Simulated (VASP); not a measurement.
Consider the following.

```
CELL_PARAMETERS angstrom
      2.51920     0.00000     0.00000
     -1.25960     2.18169     0.00000
      0.00000     0.00000     4.16193
ATOMIC_POSITIONS crystal
  Cu 0.33333 0.66667 0.25000
  Cu 0.66667 0.33333 0.75000
```

Method: r2SCAN meta-GGA, VASP's PBE PAW potentials (set 64) (plane waves; VASP). Numerical set-up: 400 eV cut-off, 18×18×10 Γ-centred mesh, tetrahedra with Blöchl corrections, potentials Cu.

### Question
Tabulate the total density of states (states/eV per cell) against energy (eV; zero at the valence-band maximum or, without a gap, the Fermi level).

### Answer

```
E (eV) | DOS (states/eV)
    -9.90 |  0.01
    -9.35 |  0.10
    -8.80 | # 0.15
    -8.25 | # 0.20
    -7.71 | # 0.24
    -7.16 | # 0.30
    -6.61 | ## 0.38
    -5.95 | ## 0.58
    -5.40 | ###### 1.37
    -4.86 | ############ 2.88
    -4.31 | ############### 3.68
    -3.76 | ################## 4.33
    -3.21 | ############################## 7.40
    -2.66 | ##################### 5.20
    -2.11 | ####################### 5.59
    -1.57 | #### 0.97
    -1.02 | ### 0.69
    -0.47 | ### 0.64
     0.19 | ## 0.57
     0.74 | ## 0.52
     1.28 | ## 0.47
     1.83 | ## 0.49
     2.38 | ## 0.46
     2.93 | ## 0.39
     3.48 | # 0.32
```
Within 2 eV below the Fermi level the largest weight inside VASP's projection spheres is Cu d.

The structure comes from a computed database's Cu entry (P6_3/mmc); how it stands against other phases isn't given here. It was relaxed first.
